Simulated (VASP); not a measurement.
Shape and ions are relaxed at each volume.

Energy against volume of PbO₂ (rutile). These are rev-vdW-DF2, VASP's PBE PAW potentials (set 64) (plane waves; VASP) values and carry that method's errors.

```csv
V (Å³/atom),E (eV/atom)
13.647,-3.46666
14.083,-3.48446
14.518,-3.49042
14.954,-3.48672
15.390,-3.47524
```

### Question
Fit a third-order Birch-Murnaghan equation of state.

### Answer

The volume per atom is 14.55 Å³/atom. The bulk modulus comes out as 116 GPa. The pressure derivative of the bulk modulus comes out as 5.99.

The compound is PbO2 in the rutile structure. It was relaxed first.
